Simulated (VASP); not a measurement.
Here is a VASP 6.6.1 calculation.

File INCAR:

```
PREC = Accurate
ENCUT = 600
EDIFF = 1E-7
ISMEAR = 0
SIGMA = 0.01
LREAL = F
LASPH = T
NELM = 100
ALGO = Fast
ISIF = 3
LWAVE = F
LCHARG = F
IBRION = 2
NSW = 80
EDIFFG = -0.001
```

Contents of KPOINTS:

```
Automatic mesh
0
Gamma
  10 10 10
```

Contents of POSCAR:

```
BAs
1.0
    0.0000000000      2.3659270499      2.3659270499
    2.3659270499      0.0000000000      2.3659270499
    2.3659270499      2.3659270499      0.0000000000
B As
1 1
Direct
    0.0000000000      0.0000000000      0.0000000000
    0.7500000000      0.7500000000      0.7500000000
```

Potentials or basis: VASP PAW LDA potentials, release 64 (B, As).

Command:

```console
$ cat potpaw_LDA.64/B/POTCAR potpaw_LDA.64/As/POTCAR > POTCAR
$ mpirun -np 1 vasp_std > vasp.out
```

Task: Estimate the space group after relaxing (to 0.05 Å).

Result: F-43m (No. 216).

Task: Predict the band gap on the k mesh.

Result: 1.10 eV, indirect (least direct gap 3.28 eV).

Task: Predict the relaxed cell.

Result: a = 3.353 Å, b = 3.353 Å, c = 3.353 Å, α = 60.00°, β = 60.00°, γ = 60.00°.

Final structure:
```cif
data_structure
_symmetry_space_group_name_H-M 'P 1'
_symmetry_Int_Tables_number 1
_cell_length_a 3.3533
_cell_length_b 3.3533
_cell_length_c 3.3533
_cell_angle_alpha 60.000
_cell_angle_beta 60.000
_cell_angle_gamma 60.000
_cell_volume 26.66
loop_
_atom_site_label
_atom_site_type_symbol
_atom_site_fract_x
_atom_site_fract_y
_atom_site_fract_z
_atom_site_occupancy
B1 B 0.00000 0.00000 0.00000 1
As1 As 0.75000 0.75000 0.75000 1
```

A k mesh can miss the band edges.
